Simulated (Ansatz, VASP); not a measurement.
# H64C9O38: VASP beside Ansatz

Wanted: the spread between two codes on one cell, functional and k mesh. The cell is taken from a series of runs on this material, whose earlier steps may have relaxed, scaled, displaced or heated it; both programs get it as it stands.

Method: plane waves, with VASP 6.6.1 beside it; single point at PBE with D3(BJ), in Ansatz 0.2.0.

## 1. Set-up

The cell holds 222 atoms: 76 O, 18 C and 128 H. Its edges and angles: a = 13.324 Å, b = 13.324 Å, c = 13.324 Å, α = 90.0°, β = 90.0°, γ = 90.0°.

## 2. VASP: single point, PBE with D3(BJ)

With cell and atoms fixed, the geometry can't cause a difference; cores, projectors, grids and the points listed under the comparison can.

Lines of VASP's logs that name or quote its potential files are left out, and so is its time.

Contents of INCAR:

```
SYSTEM = H64C9O38
PREC = Accurate
ENCUT = 600
EDIFF = 1E-06
NELM = 120
ISMEAR = 0
SIGMA = 0.025
LREAL = Auto
ALGO = Normal
GGA = PE
IVDW = 12
NBANDS = 483
LORBIT = 11
LWAVE = .FALSE.
LCHARG = .FALSE.
ISIF = 2
LASPH = .TRUE.
GGA_COMPAT = .FALSE.
EFERMI = MIDGAP
```

Contents of POSCAR:

```
H64C9O38
1.0
   13.3237800000      0.0000000000      0.0000000000
    0.0000000000     13.3237800000      0.0000000000
    0.0000000000      0.0000000000     13.3237800000
O C H
76 18 128
Direct
    0.6376900000      0.2485200000      0.8055800000
    0.6779600000      0.1217400000      0.9164300000
    0.7942200000      0.2453500000      0.8876100000
    0.8183900000      0.3943600000      0.7389900000
    0.9809000000      0.4075200000      0.7965700000
    0.8599800000      0.5348800000      0.8297900000
    0.9568000000      0.8856800000      0.0577900000
    0.8620700000      0.7438200000      0.0284900000
    0.8468400000      0.8887200000      0.9242400000
    0.2820600000      0.1521800000      0.1576800000
    0.3170300000      0.9826800000      0.1327200000
    0.3345200000      0.0568700000      0.2901700000
    0.5870900000      0.0148100000      0.7261600000
    0.4388700000      0.0767100000      0.6546300000
    0.5793500000      0.0265300000      0.5583900000
    0.8367400000      0.0994500000      0.5300100000
    0.9957300000      0.0247700000      0.5394400000
    0.9381200000      0.1552300000      0.6498000000
    0.2410800000      0.2680300000      0.5719100000
    0.7016200000      0.5918400000      0.4855400000
    0.2533700000      0.4526500000      0.7485100000
    0.2081300000      0.6148000000      0.8843300000
    0.5233500000      0.6909100000      0.3430400000
    0.6733200000      0.8011600000      0.5038400000
    0.3903200000      0.7228400000      0.6520400000
    0.7607600000      0.7082600000      0.6616900000
    0.2308700000      0.2554400000      0.7689600000
    0.0670000000      0.9646300000      0.3121500000
    0.5258700000      0.9347300000      0.9133400000
    0.4769700000      0.8088000000      0.5067400000
[... 186 atom lines left out ...]
    0.5477000000      0.3238100000      0.9909400000
    0.5496800000      0.2227700000      0.0602800000
    0.4013800000      0.6055900000      0.0444200000
    0.3071600000      0.5885600000      0.1209400000
    0.4595100000      0.6978800000      0.7678800000
    0.5616700000      0.6791600000      0.8329500000
```

Contents of KPOINTS:

```
Automatic mesh
0
Gamma
1 1 1
0 0 0
```

Potentials, in the order of the species: O, C and H (PBE family, release 64).

The run is started by

```sh
> export OMP_NUM_THREADS=3
> mpirun -np 1 vasp_gam
```

Numbers of over 12 decimals in the logs are rounded to 6 here.

The program printed:

```text
[banner, memory and clock lines left out]
running    1 mpi-ranks, on    1 nodes
[...]
Offloading initialized ...    1 GPUs detected
[...]
LDA part: xc-table for (Slater+PW92), standard interpolation
 POSCAR, INCAR and KPOINTS ok, starting setup
[...]
entering main loop
       N       E                     dE             d eps       ncg     rms          rms(c)
DAV:   1     0.584785148145E+04    0.58479E+04   -0.38858E+05   998   0.143E+03
DAV:   2    -0.629635177086E+03   -0.64775E+04   -0.61817E+04  1209   0.332E+02
DAV:   3    -0.126140260296E+04   -0.63177E+03   -0.62639E+03  1188   0.107E+02
DAV:   4    -0.127335532154E+04   -0.11953E+02   -0.11904E+02  1180   0.161E+01
[...]
DAV:  18    -0.116494338766E+04   -0.13843E-06   -0.27019E-05  1172   0.946E-03    0.658E-03
DAV:  19    -0.116494338573E+04    0.19377E-05   -0.31707E-06  1084   0.411E-03    0.276E-03
DAV:  20    -0.116494338473E+04    0.99308E-06   -0.11437E-06   740   0.324E-03
   1 F= -.11733858E+04 E0= -.11733858E+04  d E =0.000000E+00
```

Parts of OUTCAR (step 2):

```text
  FREE ENERGIE OF THE ION-ELECTRON SYSTEM (eV)
  ---------------------------------------------------
  free  energy   TOTEN  =     -1173.3858425147 eV

  energy  without entropy=    -1173.3858425147  energy(sigma->0) =    -1173.38584251
```

The run ends at a pressure of -0.90 GPa, with forces up to 7.1 eV/Å.

## 3. Ansatz: single point, PBE with D3(BJ)

Ansatz runs on its default PAW (the set named soft_2) files.

The same cell, functional, mesh and smearing now go to Ansatz, which takes its cutoff from its data sets.

Contents of input.yaml:

```yaml
crystal:
  lattice:
    - [13.32378, 0.0, 0.0]
    - [0.0, 13.32378, 0.0]
    - [0.0, 0.0, 13.32378]
  atoms:
    - { symbol: O, position: [0.63769, 0.24852, 0.80558] }
    - { symbol: C, position: [0.70003, 0.20627, 0.85988] }
    - { symbol: O, position: [0.67796, 0.12174, 0.91643] }
    - { symbol: C, position: [0.76104, 0.1169, 0.97937] }
    - { symbol: C, position: [0.82892, 0.18429, 0.95566] }
    - { symbol: O, position: [0.79422, 0.24535, 0.88761] }
    - { symbol: H, position: [0.75768, 0.06777, 0.04344] }
    - { symbol: H, position: [0.9025, 0.20516, 0.98914] }
    - { symbol: O, position: [0.81839, 0.39436, 0.73899] }
    - { symbol: C, position: [0.88354, 0.44329, 0.77899] }
    - { symbol: O, position: [0.9809, 0.40752, 0.79657] }
    - { symbol: C, position: [0.01734, 0.48852, 0.84248] }
    - { symbol: C, position: [0.95375, 0.55851, 0.8583] }
    - { symbol: O, position: [0.85998, 0.53488, 0.82979] }
    - { symbol: H, position: [0.09002, 0.48045, 0.88114] }
    - { symbol: H, position: [0.96521, 0.62737, 0.89831] }
    - { symbol: O, position: [0.9568, 0.88568, 0.05779] }
    - { symbol: C, position: [0.89361, 0.83988, 0.00714] }
    - { symbol: O, position: [0.86207, 0.74382, 0.02849] }
    - { symbol: C, position: [0.78427, 0.74334, 0.96373] }
    - { symbol: C, position: [0.77919, 0.81917, 0.90197] }
    - { symbol: O, position: [0.84684, 0.88872, 0.92424] }
    - { symbol: H, position: [0.7299, 0.67717, 0.97314] }
    - { symbol: H, position: [0.72162, 0.84328, 0.85224] }
    - { symbol: O, position: [0.28206, 0.15218, 0.15768] }
    - { symbol: C, position: [0.30648, 0.06973, 0.19216] }
    - { symbol: O, position: [0.31703, 0.98268, 0.13272] }
    - { symbol: C, position: [0.3424, 0.91297, 0.20742] }
    - { symbol: C, position: [0.35344, 0.95625, 0.29346] }
    - { symbol: O, position: [0.33452, 0.05687, 0.29017] }
[... 186 atom lines left out ...]
    - { symbol: O, position: [0.33039, 0.58184, 0.04988] }
    - { symbol: H, position: [0.40138, 0.60559, 0.04442] }
    - { symbol: H, position: [0.30716, 0.58856, 0.12094] }
    - { symbol: O, position: [0.48698, 0.68561, 0.83664] }
    - { symbol: H, position: [0.45951, 0.69788, 0.76788] }
    - { symbol: H, position: [0.56167, 0.67916, 0.83295] }
kpoints:
  mp_grid: { grid: [1, 1, 1] }
hamiltonian:
  xc: pbe
  dispersion: d3bj
scf:
  occupations: { method: gaussian, width: 0.025 }
output:
  forces: true
  stress: true
  populations: true
  dos:
    method: { smearing: { sigma: 0.1 } }
    de: 0.1
    projected: { site_lists: { C: [C], H: [H], O: [O] } }
  eigenvalues: true
  write_density: true
  write_potential: true
  volumetric_format: npy
```

The run is started by

```sh
> ansatz run input.yaml --threads 4 --pin off --max-ram 8192MiB --backend cpu --events-out ev --progress --plain --runs-dir out
```

The program printed:

```text
Engine: ansatz 0.2.0, x86_64-unknown-linux-gnu
Pseudopotentials: kind: paw
Pseudopotential: O, paw, valence charge 6, recommended cutoff 420 eV (normal), O.paw.azcp
Pseudopotential: C, paw, valence charge 4, recommended cutoff 420 eV (normal), C.paw.azcp
Pseudopotential: H, paw, valence charge 1, recommended cutoff 420 eV (normal), H.paw.azcp
Functional definition: PBE
  parameter kappa = 0.804
  parameter beta = 0.066725
  exchange = pbe_x(kappa = kappa, mu = beta*pi^2/3)
  correlation = pbe_c(beta = beta)
Crystal: 222 atoms, lattice volume = 2365.279 Å³
Basis set: ecut = 420 eV, 46297 PW (Γ), exchange–correlation on 180×180×180 points (8 copies of the dense FFT grid, shifted against one another)
Bands: 550, of which v1, the nominal top of the filled ones, is band 328 counted from 1 (327 counted from 0)
Symmetry: 1 space group operations
Space group: P1 (ITA 1), of the structure as read, at distance tolerance 1.3e-4 Å
k-points: 1
Non-local potential: O, projectors of the file, l = 0: 2, l = 1: 2, l = 2: 1
Non-local potential: C, projectors of the file, l = 0: 2, l = 1: 2, l = 2: 1
Non-local potential: H, projectors of the file, l = 0: 2, l = 1: 1
PAW form: soft (Blöchl's): semilocal exchange-correlation on the pseudo side does not see the compensation charge
PAW one-centre angular grid: O, 110 points (default); XC on 64 Gauss nodes
PAW one-centre angular grid: C, 110 points (default); XC on 64 Gauss nodes
PAW one-centre angular grid: H, 110 points (default); XC on 64 Gauss nodes
Initial density: superposition of atomic densities (neutral atoms: chi_scale 0, normalization atom), corrected by the library's trained network
Initial wavefunctions: pseudopotential atomic-orbital guess
Functional: x = pbe(κ = 0.804, μ = 0.219515), c = pbe(β = 0.066725)
SCF iter   1: F=—  HF=-49682.673961 eV  |F-HF|=—  |Δ(HF+E_count)|=         —  Δρ=4.67e-3  dr2=5.23e-1  ethr=1.77e-3  ⟨swp⟩=6.0  Hψ=2498  notcnv=0  defer=50
preconditioner: auto → Resta (q_TF=auto, 2.203 Å⁻¹)  ε∞=2.3  [insulator: Δε(μ)=3.755 eV  Ē_g=17.191 eV  σ=0.025 eV  W_gap=1.00  n_scr=436 (ndim 8)  ℏωp=19.4 eV  f_vac=0.276  D(μ)=0.00/eV (n_scr^D=0)  ε∞_Penn≈2.3]
SCF iter   2: F=—  HF=-49682.550139 eV  |F-HF|=—  |Δ(HF+E_count)|=   1.24e-1  Δρ=2.89e-3  dr2=1.31e-1  ethr=7.97e-5  ⟨swp⟩=3.0  Hψ=975  notcnv=0  defer=215
SCF iter   3: F=—  HF=-49682.521091 eV  |F-HF|=—  |Δ(HF+E_count)|=   2.90e-2  Δρ=1.19e-3  dr2=3.66e-2  ethr=1.99e-5  ⟨swp⟩=2.0  Hψ=670  notcnv=0  defer=215
SCF iter   4: F=—  HF=-49682.515418 eV  |F-HF|=—  |Δ(HF+E_count)|=   5.67e-3  Δρ=6.29e-4  dr2=1.00e-2  ethr=5.57e-6  ⟨swp⟩=2.0  Hψ=657  notcnv=0  defer=215
SCF iter   5: F=—  HF=-49682.513772 eV  |F-HF|=—  |Δ(HF+E_count)|=   1.65e-3  Δρ=1.35e-4  dr2=7.89e-4  ethr=1.52e-6  ⟨swp⟩=2.0  Hψ=659  notcnv=0  defer=215
SCF iter   6: F=—  HF=-49682.513768 eV  |F-HF|=—  |Δ(HF+E_count)|=   3.79e-6  Δρ=6.38e-5  dr2=1.17e-4  ethr=1.20e-7  ⟨swp⟩=2.0  Hψ=652  notcnv=0  defer=215
SCF iter   7: F=—  HF=-49682.513786 eV  |F-HF|=—  |Δ(HF+E_count)|=   1.83e-5  Δρ=3.27e-5  dr2=2.35e-5  ethr=1.78e-8  ⟨swp⟩=3.0  Hψ=663  notcnv=0  defer=215
SCF iter   8: F=—  HF=-49682.513706 eV  |F-HF|=—  |Δ(HF+E_count)|=   8.06e-5  Δρ=1.03e-5  dr2=2.30e-6  ethr=3.58e-9  ⟨swp⟩=2.0  Hψ=873  notcnv=0  defer=215
SCF iter   9: F=—  HF=-49682.513706 eV  |F-HF|=—  |Δ(HF+E_count)|=   3.48e-7  Δρ=5.09e-6  dr2=5.77e-7  ethr=3.51e-10  ⟨swp⟩=3.0  Hψ=698  notcnv=0  defer=215
SCF iter  10: F=-49682.513706 eV  HF=-49682.513706 eV  |F-HF|=3.40e-8  |Δ(HF+E_count)|=   1.19e-8  Δρ=1.96e-6  dr2=8.39e-8  ethr=1.52e-11  ⟨swp⟩=17.0  Hψ=4962  notcnv=0
SCF 1 converged in 10 iterations: F = -49682.513706 eV  dr2 = 8.39e-8
  greatest PAW one-centre occupation: 0.876 electrons in one spin orbital (limit 2), on the O atom at site 40 (counted from 0), in its partial waves of l = 0
[...]
--- Löwdin populations: 222 sites ---
  site symbol       q [e]
     0      O      6.3828
     1      C      3.3192
     2      O      6.1951
     3      C      3.9979
     4      C      3.9467
     5      O      6.2037
     6      H      0.7569
     7      H      0.7683
     8      O      6.3295
     9      C      3.3087
    10      O      6.1837
    11      C      3.9490
    12      C      3.9727
    13      O      6.2024
    14      H      0.7813
    15      H      0.7765
    16      O      6.3773
    17      C      3.3192
    18      O      6.1657
    19      C      3.9704
    20      C      3.9511
    21      O      6.1803
    22      H      0.7797
    23      H      0.7445
[...]
214      H      0.6140
   215      H      0.6152
   216      O      6.6847
   217      H      0.6016
   218      H      0.6056
   219      O      6.6885
   220      H      0.6135
   221      H      0.6135
  spilling = 0.011754 (of n_electrons = 656.000000)
```

## 4. Side by side

Known differences besides the potentials themselves: the cutoff is 420 eV in Ansatz and 600 eV in VASP (PREC = Accurate, projectors in real space). Total energies have different zeros and are not compared.

Both answers:

```tsv
quantity	Ansatz	VASP	difference
pressure (GPa)	-0.94	-0.90	-0.04
gap on the k mesh (eV)	3.668	3.653	+0.016
```

Forces on 10 of the 222 atoms, those with the largest forces and the largest differences (eV/Å; atoms numbered as in POSCAR):

```tsv
atom	Ansatz x, y, z	VASP x, y, z
O4	1.584, 0.226, 0.108	1.228, -0.011, -0.107
O13	-1.181, 0.519, -0.846	-0.974, 0.410, -0.514
O16	0.812, -0.174, -0.311	0.390, -0.171, -0.506
C81	5.526, -0.815, 2.133	5.677, -0.670, 2.244
C82	-0.368, 3.708, 2.194	-0.182, 3.833, 2.286
C83	3.338, 3.177, 1.829	3.261, 3.133, 1.743
C84	-4.211, -5.421, -0.617	-4.402, -5.489, -0.734
C89	2.570, -1.662, 4.416	2.486, -1.616, 4.331
C92	-4.603, -0.728, -2.413	-4.393, -0.751, -2.391
C94	2.463, 1.765, 3.040	2.670, 1.731, 3.160
```

The forces differ by 73 meV/Å r.m.s., which is 7.7 % of the r.m.s. force of 0.939 eV/Å (both taken over all components). A gap on the mesh is an upper bound, since the band edges may lie between its points.

## 5. Summary of results

| Property | Result |
| --- | --- |
| r.m.s. force difference (single point, PBE with D3(BJ)) | 7.7 % of the r.m.s. force |

**Reading.** The r.m.s. force difference is 7.7 % of the r.m.s. force (single point, PBE with D3(BJ)), beyond the 3 % picked in this series as the mark of a large difference. What causes the difference of the single point, PBE with D3(BJ) pair stays open here. How closely two codes agree says nothing of how well the functional describes the real material.

[Lines on the potential files, build, host, timing and source positions are cut from VASP's logs without a mark.]

[Logs are printed without paths, hosts, clocks, repeated set-up lines and the standing remarks that a program may print on its own settings, such as how far it seeks lower states.]

[Hosts, paths, dates, database ids (printed as entryN), source tags and the programs' standing remarks are cut or masked in the printed files.]
